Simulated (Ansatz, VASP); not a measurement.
## MgO (MgO (Fm-3m)): VASP beside Ansatz

One calculation is typed for both programs; each brings its own data sets. How far apart do they land? The structure shown is the end of the Ansatz relaxation below.

Method: plane waves, with VASP 6.6.1 beside it; single point at HSE06, in Ansatz 0.2.0.

**1. Starting point**

Symmetry: Fm-3m, No. 225, cubic system. The conventional cell has a = 4.207 Å, b = 4.207 Å, c = 4.207 Å, α = 90.00°, β = 90.00°, γ = 90.00°. Mg has 6 O at 2.10 Å nearest. O has 6 Mg at 2.10 Å nearest. Farther neighbours and most contacts between anions are not listed.

**2. Ansatz: relaxation, HSE06**

Ansatz runs on its PAW soft_1 files.

This run makes the geometry at which the two programs are then compared.

input.yaml

```yaml
crystal:
  lattice:
    - [0.0, 2.10374764, 2.10374764]
    - [2.10374764, 0.0, 2.10374764]
    - [2.10374764, 2.10374764, 0.0]
  atoms:
    - { symbol: Mg, position: [0.0, 0.0, 0.0] }
    - { symbol: O, position: [0.5, 0.5, 0.5] }
basis:
  ecutwfc: 420.0
  ecutrho_ratio: 4
  xc_grid: 2
  fft_grid_basis: typed
  precision: f64
kpoints:
  mp_grid: { grid: [3, 3, 3], shift: [0.25, 0.25, 0.25] }
hamiltonian:
  xc: hse06
  pseudopotentials:
    kind: paw
    azcp: { folder: soft_1, O: "soft_1/O.paw.azcp", Mg: "soft_1/Mg.paw.azcp" }
scf:
  max_iter: 60
  occupations: { method: fixed }
relax:
  f_tol: 0.03
  max_steps: 40
  escape_saddle: false
output:
  forces: true
checkpoint:
  write: "../host.hrelax.run"
  compress: false
  write_wavefunctions: true
  write_every: 100000
```

On the command line:

```bash
> ansatz run input.yaml --threads 4 --pin off --max-ram 14131MiB --backend cpu --events-out ev --progress --plain --runs-dir out
```

Numbers of over 12 decimals in the logs are rounded to 6 here.

What it wrote:

```text
Warning: kpoints.mp_grid.shift: disabling space-group detection — at a shift other than 0 and half a step a hybrid functional's run that is held to the crystal's symmetry can end above its lowest state, and by default nothing tells of it, so the full k-mesh is solved, and no spatial operation symmetrises the density, except that the density of a phonon batch's undisplaced supercell is averaged over the supercell's ow [...]
exact exchange: scf.exx.singularity resolves to wigner_seitz, which cuts the screened interaction at the faces of the exchange supercell's Wigner-Seitz cell, so that each pair interacts once, at the shortest of its separations (the periodic images that this leaves out come, for a point-like exchange hole, to about 0.042 eV on a filled level). The cut falls within the interaction's reach, and what an exchange supercel [...]
Engine: ansatz 0.2.0, aarch64-unknown-linux-gnu
Pseudopotentials: kind: paw
Pseudopotential: Mg, paw, valence charge 10, recommended cutoff 420 eV (normal), soft_1/Mg.paw.azcp
Pseudopotential: O, paw, valence charge 6, recommended cutoff 420 eV (normal), soft_1/O.paw.azcp
Functional definition: HSE06
  parameter a = 0.25
  parameter omega = 0.11/bohr
  exchange = pbe_x - a*pbe_x_sr(omega) + a*exact_x_sr(omega)
  correlation = pbe_c
davidson cushion auto → on  (no smearing: the cushion is to keep the highest requested band from converging to the state above it; pin scf.eigensolver.cushion to override)
Crystal: 2 atoms, lattice volume = 18.621 Å³
Basis set: ecut = 420 eV, 339 PW (Γ), exchange–correlation on 40×40×40 points (8 copies of the dense FFT grid, shifted against one another)
Bands: 12, of which v1, the nominal top of the filled ones, is band 8 counted from 1 (7 counted from 0)
Symmetry: 1 space group operations
k-points: 27
Non-local potential: Mg, projectors of the file, l = 0: 3, l = 1: 2, l = 2: 1
Non-local potential: O, projectors of the file, l = 0: 2, l = 1: 2, l = 2: 1
PAW form: soft (Blöchl's): semilocal exchange-correlation on the pseudo side does not see the compensation charge
PAW frozen core: Mg, regenerated for the run's functional, and the local potential with it (the file was generated under x = pbe(κ = 0.804, μ = 0.219515), c = pbe(β = 0.066725))
PAW frozen core: O, regenerated for the run's functional, and the local potential with it (the file was generated under x = pbe(κ = 0.804, μ = 0.219515), c = pbe(β = 0.066725))
PAW one-centre angular grid: Mg, 110 points (default); XC on 96 Gauss nodes
PAW one-centre angular grid: O, 110 points (default); XC on 96 Gauss nodes
Initial density: superposition of atomic densities (chi_scale 0.1, normalization cell, long waves kept (reshape's long-wave potential 0.00 eV rms))
Initial wavefunctions: pseudopotential atomic-orbital guess
Functional: x = pbe(κ = 0.804, μ = 0.219515), c = pbe(β = 0.066725), warm-up for x = pbe(κ = 0.804, μ = 0.219515) + 0.25 (exact − pbe) at short range (hse, ω = 0.207870 Å⁻¹), c = pbe(β = 0.066725); HSE06 as pw.x's `hse` composes it (authors' and Libxc's form: `xc: wpbeh`)
SCF iter   1: F=—  HF=-2494.037179 eV  |F-HF|=—  |Δ(HF+E_count)|=         —  Δρ=7.14e-2  dr2=5.12e-1  ethr=1.00e-1  ⟨swp⟩=5.7  Hψ=1154  notcnv=0
preconditioner: auto → none  [insulator: Δε(μ)=4.951 eV  Ē_g=18.465 eV  n_scr=8 (ndim 8)  ℏωp=24.3 eV  f_vac=0.000]
SCF iter   2: F=—  HF=-2494.035308 eV  |F-HF|=—  |Δ(HF+E_count)|=   1.87e-3  Δρ=2.91e-2  dr2=8.24e-2  ethr=3.20e-3  ⟨swp⟩=3.0  Hψ=852  notcnv=0  defer=1
iter 3 solved again at ethr=3.22e-5 eV; its pass at ethr=5.15e-4 eV (dr2=5.16e-3 eV) is discarded
SCF iter   3: F=—  HF=-2494.087028 eV  |F-HF|=—  |Δ(HF+E_count)|=   5.17e-2  Δρ=5.64e-3  dr2=4.98e-3  ethr=3.22e-5  ⟨swp⟩=2.3  Hψ=1629  notcnv=0  defer=1
SCF iter   4: F=—  HF=-2494.090819 eV  |F-HF|=—  |Δ(HF+E_count)|=   3.79e-3  Δρ=5.39e-3  dr2=3.62e-3  ethr=3.11e-5  ⟨swp⟩=3.0  Hψ=970  notcnv=0
SCF iter   5: F=—  HF=-2494.089805 eV  |F-HF|=—  |Δ(HF+E_count)|=   1.01e-3  Δρ=4.47e-4  dr2=1.32e-5  ethr=2.27e-5  ⟨swp⟩=3.0  Hψ=809  notcnv=0
SCF iter   6: F=—  HF=-2494.089829 eV  |F-HF|=—  |Δ(HF+E_count)|=   2.40e-5  Δρ=7.59e-5  dr2=3.49e-7  ethr=8.27e-8  ⟨swp⟩=3.8  Hψ=1004  notcnv=0
SCF iter   7: F=-2494.089829 eV  HF=-2494.089829 eV  |F-HF|=2.47e-9  |Δ(HF+E_count)|=   1.10e-7  Δρ=9.26e-6  dr2=5.58e-9  ethr=2.18e-9  ⟨swp⟩=3.0  Hψ=1016  notcnv=0
SCF 1 converged in 7 iterations: F = -2494.089829 eV  dr2 = 5.58e-9
  greatest PAW one-centre occupation: 1.000 electrons in one spin orbital (limit 2), on the Mg atom at site 0 (counted from 0), in its partial waves of l = 0
Initial density: handed on by an earlier stage of this run
Initial wavefunctions: those handed on with the density
Functional: x = pbe(κ = 0.804, μ = 0.219515) + 0.25 (exact − pbe) at short range (hse, ω = 0.207870 Å⁻¹), c = pbe(β = 0.066725); HSE06 as pw.x's `hse` composes it (authors' and Libxc's form: `xc: wpbeh`)
Exchange kernel: α = 0.2500, screened, ω = 0.2079 Å⁻¹, Wigner–Seitz truncation, v(0) = 788.2605 eV·Å³, q-mesh 3×3×3, nearest image of the exchange supercell L = 8.93 Å, pair-density grid 12×12×12, without the augmentation charges, whose exchange is taken in its separable form by FFT convolution over the k-point mesh (sized by the pseudopotential files, 18×18×18 at the most), smooth part of the exact exchange by density-matrix convolution
Frozen-core exchange: fock
iter 1 solved again at ethr=3.58e-5 eV; its pass at ethr=1.00e-1 eV (dr2=5.73e-3 eV) is discarded
SCF iter   1: F=—  HF=-2494.308253 eV  |F-HF|=—  |Δ(HF+E_count)|=         —  Δρ=8.01e-3  dr2=5.93e-3  ethr=3.58e-5  ⟨swp⟩=4.1  Hψ=1783  notcnv=0
preconditioner: auto → none  [insulator: Δε(μ)=7.047 eV  Ē_g=21.125 eV  n_scr=8 (ndim 8)  ℏωp=24.3 eV  f_vac=0.000]
SCF iter   2: F=—  HF=-2494.305831 eV  |F-HF|=—  |Δ(HF+E_count)|=   2.42e-3  Δρ=3.93e-3  dr2=1.20e-3  ethr=3.37e-5  ⟨swp⟩=2.0  Hψ=756  notcnv=0
SCF iter   3: F=—  HF=-2494.308949 eV  |F-HF|=—  |Δ(HF+E_count)|=   3.12e-3  Δρ=1.30e-3  dr2=3.37e-4  ethr=5.74e-6  ⟨swp⟩=2.9  Hψ=794  notcnv=0
SCF iter   4: F=—  HF=-2494.308864 eV  |F-HF|=—  |Δ(HF+E_count)|=   8.45e-5  Δρ=4.75e-4  dr2=3.93e-5  ethr=2.04e-6  ⟨swp⟩=3.0  Hψ=826  notcnv=0
SCF iter   5: F=—  HF=-2494.308856 eV  |F-HF|=—  |Δ(HF+E_count)|=   8.73e-6  Δρ=7.08e-5  dr2=3.16e-6  ethr=1.80e-7  ⟨swp⟩=3.0  Hψ=837  notcnv=0
SCF iter   6: F=—  HF=-2494.308875 eV  |F-HF|=—  |Δ(HF+E_count)|=   1.96e-5  Δρ=8.43e-5  dr2=1.45e-6  ethr=2.30e-9  ⟨swp⟩=4.0  Hψ=1141  notcnv=0
SCF iter   7: F=-2494.308875 eV  HF=-2494.308875 eV  |F-HF|=2.34e-7  |Δ(HF+E_count)|=   3.08e-7  Δρ=8.65e-6  dr2=9.58e-8  ethr=2.30e-9  ⟨swp⟩=3.0  Hψ=972  notcnv=0
SCF 2 converged in 7 iterations: F = -2494.308875 eV  dr2 = 9.58e-8
  Residual-converged pass: ⟨swp⟩=3.0  Hψ=728  notcnv=0  max |occ|·‖R‖ = 6.3e-6 eV (tolerance 6.7e-6 eV)  dr2=9.57e-8  dr2_onsite=2.04e-9  max |Δocc| = 0.0e0
hybrid outer 1: dexx = +3.340e-3 eV, tail = 3.10e-5 eV
Exchange kernel: α = 0.2500, screened, ω = 0.2079 Å⁻¹, Wigner–Seitz truncation, v(0) = 788.2605 eV·Å³, q-mesh 3×3×3, nearest image of the exchange supercell L = 8.93 Å, pair-density grid 12×12×12, without the augmentation charges, whose exchange is taken in its separable form by FFT convolution over the k-point mesh (sized by the pseudopotential files, 18×18×18 at the most), smooth part of the exact exchange by density-matrix convolution
Frozen-core exchange: fock
SCF iter   1: F=—  HF=-2494.308847 eV  |F-HF|=—  |Δ(HF+E_count)|=         —  Δρ=5.61e-5  dr2=5.41e-7  ethr=9.70e-7  ⟨swp⟩=2.0  Hψ=756  notcnv=0
preconditioner: auto → none  [insulator: Δε(μ)=7.069 eV  Ē_g=21.118 eV  n_scr=8 (ndim 8)  ℏωp=24.3 eV  f_vac=0.000]
SCF iter   2: F=—  HF=-2494.308847 eV  |F-HF|=—  |Δ(HF+E_count)|=   1.68e-7  Δρ=1.70e-5  dr2=3.53e-8  ethr=3.21e-9  ⟨swp⟩=3.0  Hψ=1077  notcnv=0
SCF iter   3: F=-2494.308847 eV  HF=-2494.308847 eV  |F-HF|=4.00e-11  |Δ(HF+E_count)|=   1.34e-7  Δρ=2.08e-6  dr2=3.63e-10  ethr=1.11e-10  ⟨swp⟩=3.4  Hψ=1063  notcnv=0
SCF 3 converged in 3 iterations: F = -2494.308847 eV  dr2 = 3.63e-10
  Residual-converged pass: ⟨swp⟩=2.8  Hψ=697  notcnv=0  max |occ|·‖R‖ = 2.6e-6 eV (tolerance 2.7e-6 eV)  dr2=3.62e-10  dr2_onsite=1.54e-10  max |Δocc| = 0.0e0
hybrid outer 2: dexx = +9.943e-8 eV, tail = 1.24e-8 eV, Δε = 2.05e-3 eV (about 8.22e-5 eV left of the loop's levels), ΔF = 1.97e-4 eV/Å (tail 1.11e-4)
relax step   1: F+E_penalty+E_count = -2494.30884707 eV  Δ(F+E_penalty+E_count) = +0.000e0 eV  max|allowed force component| = 1.392e-5 eV/Å  Δτ_max = 0.0000 Å  (17 SCF iters, accepted)
hybrid SCF converged: 2 outer / 10 inner (+7 warm-up), last move |dexx| = 9.94e-8 eV, tail = 1.24e-8 eV
Stability not checked: this state was not tested for a lower state beside it, because the functional holds exact exchange (a hybrid, or Hartree-Fock), whose exchange loop this test does not read (fock_operator; see scf.lower_state_search)
Free energy (F): -2494.308847 eV
Frozen-core exchange: fock
Harris-Foulkes:  -2494.308847 eV  (|F-HF|=4.00e-11)
Internal energy: -2494.308847 eV  (E = F + TS)
E sigma→0 (E₀):  -2494.308847 eV
Fermi energy:    6.800663 eV
--- Per-component energies (eV) ---
  E_band       = -340.253289
  E_kinetic    = 244.820470
  E_local      = -1691.335106  (includes V_loc(G=0)·N_el)
  E_nonlocal   = 244.887422
  E_hartree    = 562.268661
  E_xc         = -81.251430
  E_vxc        = -103.127865  (∫ρ·V_xc dr)
  E_exx        = -71.526935  (= α·E_x^exact, valence–valence)
  E_paw        = -411.344979  (= ΣΔE_a)
  E_vpaw       = -16.982225  (= ΣTr[D̂ρ^β])
  E_aug_tail   = 0.000733  (compensation charges beyond the density's cutoff)
  E_ewald      = -1290.766141
  E_core_change = -0.061541  (= ΣΔE_core)
  E_smearing   = -0.000000  (= −TS)
  E_closure    = -0.000000  (closes the sum)
  Σ components = -2494.308847   (vs F -2494.308847, Δ=0.00e0)
--- Forces (eV/Å), atoms counted from 1 ---
  atom   1  Mg    -0.00000296    -0.00000079    -0.00000152
  atom   2  O      0.00002488     0.00000262     0.00000706
  max |Σ_I F_I| component: 2.19e-5 eV/Å
--- Band table (eV; the first three rows and the last of 27) ---
  k-point 0: bands = ["-69.7684", "-34.6478", "-34.6400", "-34.6400", "-11.8716", "6.3882", "6.8007", "6.8007", "13.8689", "23.6561"]
  k-point 1: bands = ["-69.7615", "-34.7110", "-34.6534", "-34.6450", "-10.8058", "2.7335", "5.9538", "6.2799", "16.8371", "21.2591"]
  k-point 2: bands = ["-69.7628", "-34.6984", "-34.6482", "-34.6480", "-11.0246", "3.3356", "6.2371", "6.2390", "16.5811", "21.0493"]
  k-point 26: bands = ["-69.7646", "-34.6862", "-34.6434", "-34.6434", "-11.3125", "4.0933", "6.4876", "6.4876", "15.8311", "21.4354"]
  guard bands above this table: 2 of the run's 12 bands. The solve was not asked for them (output.publish_guard_bands: true or output.eigenvalues: true publishes all)
--- Relaxed structure (1 steps of the walk, 1 accepted, 0 SCFs on fresh bases) ---
  F+E_penalty+E_count = -2494.30884707 eV   max|allowed force component| = 1.392e-5 eV/Å
  atoms:
    - { symbol: Mg, position: [0.0, 0.0, 0.0] }
    - { symbol: O, position: [0.500000, 0.500000, 0.500000] }
```

**3. VASP: single point, HSE06**

The same cell, functional and mesh now go to VASP, with its own data sets.

Lines of VASP's logs that name or quote its potential files are left out, and so is its time.

The run reads the wave functions of an earlier VASP run, which isn't shown here.

INCAR

```
SYSTEM = MgO
PREC = Accurate
ENCUT = 520
EDIFF = 1E-06
NELM = 100
ISMEAR = 0
SIGMA = 0.01
LREAL = .FALSE.
ALGO = Normal
LHFCALC = .TRUE.
AEXX = 0.25
GGA = PE
HFSCREEN = 0.208
LASPH = .TRUE.
NBANDS = 10
PRECFOCK = Fast
LORBIT = 11
LWAVE = .FALSE.
LCHARG = .FALSE.
ISIF = 2
ISYM = 0
```

POSCAR

```
MgO
1.0
    0.0000000000      2.1037476400      2.1037476400
    2.1037476400      0.0000000000      2.1037476400
    2.1037476400      2.1037476400      0.0000000000
Mg O
1 1
Direct
    0.0000000000      0.0000000000      0.0000000000
    0.5000000000      0.5000000000      0.5000000000
```

KPOINTS

```
Automatic mesh
0
Gamma
3 3 3
0.25 0.25 0.25
```

PAW data sets: Mg and O (PBE family, release 64).

On the command line:

```bash
> export OMP_NUM_THREADS=3
> mpirun -np 1 vasp_std
```

What it wrote:

```text
[banner, memory and clock lines left out]
running    1 mpi-ranks, on    1 nodes
 distrk:  each k-point on    1 cores,    1 groups
 distr:  one band on    1 cores,    1 groups
 Offloading initialized ...    1 GPUs detected
 POSCAR found type information on POSCAR MgO
 POSCAR found :  2 types and       2 ions
 LDA part: xc-table for (Slater+PW92), standard interpolation
|                                                                             |
|           W    W    AA    RRRRR   N    N  II  N    N   GGGG   !!!           |
|           W    W   A  A   R    R  NN   N  II  NN   N  G    G  !!!           |
|           W    W  A    A  R    R  N N  N  II  N N  N  G       !!!           |
|           W WW W  AAAAAA  RRRRR   N  N N  II  N  N N  G  GGG   !            |
|           WW  WW  A    A  R   R   N   NN  II  N   NN  G    G                |
|           W    W  A    A  R    R  N    N  II  N    N   GGGG   !!!           |
|                                                                             |
|     Your generating k-point grid is not commensurate with the symmetry      |
|     of the lattice. This can cause slow convergence with respect to         |
|     k-points for HF-type calculations.                                      |
|     Suggested SOLUTIONS:                                                    |
|      ) If not already the case, use automatic k-point generation,           |
|      ) and/or shift your grid to Gamma (G) (e.g. required for               |
|        hexagonal, fcc, and fcc-orthorhombic lattices).                      |
|      ) and/or set KBLOWUP = .FALSE.                                         |
|                                                                             |

 found WAVECAR, reading the header
 POSCAR, INCAR and KPOINTS ok, starting setup
 FFT: planning ... GRIDC
 FFT: planning ... GRID_SOFT
 FFT: planning ... GRID
 reading WAVECAR
 the WAVECAR file was read successfully
 initial charge from wavefunction
 entering main loop
       N       E                     dE             d eps       ncg     rms          rms(c)
DAV:   1    -0.141731588763E+02   -0.14173E+02   -0.33399E-01  2166   0.406E+00    0.286E-01
DAV:   2    -0.141744597389E+02   -0.13009E-02   -0.23043E-03  2348   0.423E-01    0.200E-01
DAV:   3    -0.141740091764E+02    0.45056E-03   -0.36287E-04  2296   0.120E-01    0.127E-01
DAV:   4    -0.141738677807E+02    0.14140E-03   -0.56680E-05  2248   0.728E-02    0.770E-02
DAV:   5    -0.141738178565E+02    0.49924E-04   -0.17358E-05  2248   0.514E-02    0.441E-02
DAV:   6    -0.141738014569E+02    0.16400E-04   -0.63120E-06  2280   0.304E-02    0.253E-02
DAV:   7    -0.141737960388E+02    0.54181E-05   -0.22147E-06  2224   0.169E-02    0.149E-02
DAV:   8    -0.141737942761E+02    0.17627E-05   -0.82996E-07  1176   0.100E-02    0.892E-03
DAV:   9    -0.141737937130E+02    0.56311E-06   -0.32895E-07  1176   0.692E-03
   1 F= -.14173794E+02 E0= -.14173794E+02  d E =-.104732E-69
```

Parts of OUTCAR (step 3):

```text
ion  position               nearest neighbor table
   1  0.000  0.000  0.000-   2 2.10   2 2.10   2 2.10   2 2.10   2 2.10   2 2.10
   2  0.500  0.500  0.500-   1 2.10   1 2.10   1 2.10   1 2.10   1 2.10   1 2.10

 Found    108 irreducible k-points:

   k-points           NKPTS =    108   k-points in BZ     NKDIM =    216   number of bands    NBANDS=     10

   dimension x,y,z NGX =    24 NGY =   24 NGZ =   24
   dimension x,y,z NGXF=    48 NGYF=   48 NGZF=   48

   ENCUT  =  520.0 eV  38.22 Ry    6.18 a.u.   5.53  5.53  5.53*2*pi/ulx,y,z

   NELECT =       8.0000    total number of electrons

 k-points in reciprocal lattice and weights: Automatic mesh
   0.08333333  0.08333333  0.08333333       0.009
   0.08333333  0.00000000  0.00000000       0.009
   0.00000000  0.00000000 -0.08333333       0.009
   0.00000000  0.08333333  0.00000000       0.009
   0.41666667  0.08333333  0.08333333       0.009
   0.08333333  0.41666667  0.08333333       0.009
   0.08333333  0.08333333  0.41666667       0.009
   0.08333333  0.00000000 -0.33333333       0.009
   0.41666667  0.33333333  0.33333333       0.009
[...]
0.00000000  0.00000000  0.25000000       0.009
   0.00000000 -0.25000000  0.00000000       0.009

  exchange ACFDT corr.  =         0.00000000  see jH, gK, PRB 81, 115126

 average (electrostatic) potential at core
       1 -30.7647       2 -63.3484

 E-fermi :   2.0558

 k-point     1 :       0.0833    0.0833    0.0833
  band No.  band energies     occupation
      1     -16.7660      2.00000
      2       1.5153      2.00000
      3       1.9318      2.00000
      4       1.9318      2.00000
      5       8.9271      0.00000
      6      18.7656      0.00000
      7      19.9246      0.00000
      8      19.9246      0.00000
      9      25.0261      0.00000
    ...

 k-point     2 :       0.0833    0.0000    0.0000
  band No.  band energies     occupation
      1     -16.7661      2.00000
      2       1.5151      2.00000
      3       1.9318      2.00000
      4       1.9320      2.00000
      5       8.9271      0.00000
      6      18.7656      0.00000
      7      19.9246      0.00000
      8      19.9246      0.00000
      9      25.0501      0.00000
    ...

 k-point     3 :       0.0000    0.0000   -0.0833
  band No.  band energies     occupation
      1     -16.7661      2.00000
      2       1.5151      2.00000
      3       1.9318      2.00000
      4       1.9320      2.00000
      5       8.9271      0.00000
      6      18.7656      0.00000
      7      19.9246      0.00000
      8      19.9246      0.00000
      9      25.0044      0.00000
    ...

  Total       -0.0962699     -0.0962668     -0.0962661     -0.0617557     -0.0617558     -0.0617557
  in kB       -8.2830507     -8.2827791     -8.2827236     -5.3134503     -5.3134580     -5.3134521
  external PRESSURE =      -8.2828511 kB  Pullay stress =       0.0000000 kB

  energy-cutoff  :      520.00
  volume of cell :       18.62
      direct lattice vectors                 reciprocal lattice vectors
     0.000000000  2.103747640  2.103747640    -0.237671093  0.237671093  0.237671093
     2.103747640  0.000000000  2.103747640     0.237671093 -0.237671093  0.237671093
     2.103747640  2.103747640  0.000000000     0.237671093  0.237671093 -0.237671093

 POSITION                                       TOTAL-FORCE (eV/Angst)
 -----------------------------------------------------------------------------------
      0.00000      0.00000      0.00000         0.000000      0.000001     -0.000001
      2.10375      2.10375      2.10375        -0.000000     -0.000001      0.000001
 -----------------------------------------------------------------------------------
    total drift:                               -0.000000     -0.000001      0.000001

  FREE ENERGIE OF THE ION-ELECTRON SYSTEM (eV)
  ---------------------------------------------------
  free  energy   TOTEN  =       -14.1737937130 eV

  energy  without entropy=      -14.1737937130  energy(sigma->0) =      -14.17379371

 total charge
# of ion       s       p       d       tot
------------------------------------------
    1        0.143   0.178   0.079   0.400
    2        1.544   3.594   0.000   5.138
--------------------------------------------------
tot          1.687   3.771   0.079   5.537

[... 3 further parts left out ...]
```

The run ends at a pressure of -0.83 GPa.

**4. Differences**

Known differences besides the potentials themselves: exact exchange at q = 0 is treated differently, which shows on coarse meshes; VASP keeps PBE cores, Ansatz makes them for the functional; fixed occupations in Ansatz, narrow Gaussian smearing in VASP; the data sets hold 16 valence electrons in Ansatz (on its PAW soft_1 files) and 8 in VASP; the cutoff is 420 eV in Ansatz and 520 eV in VASP; VASP takes a coarser grid for exact exchange (PRECFOCK = Fast). Total energies have different zeros and are not compared.

Compared:

| quantity | Ansatz | VASP | difference |
| --- | --- | --- | --- |
| gap on the k mesh (eV) | 7.068 | 6.995 | +0.073 |

A gap on the mesh is an upper bound, since the band edges may lie between its points.

**5. What came out**

```yaml
difference_in_gap_on_the_k_mesh_single_point_hse06: 0.073 eV
```

What this shows: The difference in gap on the k mesh is 0.073 eV (single point, HSE06), within the 0.08 eV picked in this series as the mark of a large difference. The data sets hold unlike numbers of valence electrons (16 in Ansatz and 8 in VASP), so part of the differences comes from the potentials. 1 further run of this series is not shown here. How closely two codes agree says nothing of how well the functional describes the real material.

[Lines on the potential files, build, host, timing and source positions are cut from VASP's logs without a mark.]

[Logs are printed without paths, hosts, clocks, repeated set-up lines and the standing remarks that a program may print on its own settings, such as how far it seeks lower states.]

[Hosts, paths, dates, database ids (printed as entryN), source tags and the programs' standing remarks are cut or masked in the printed files.]
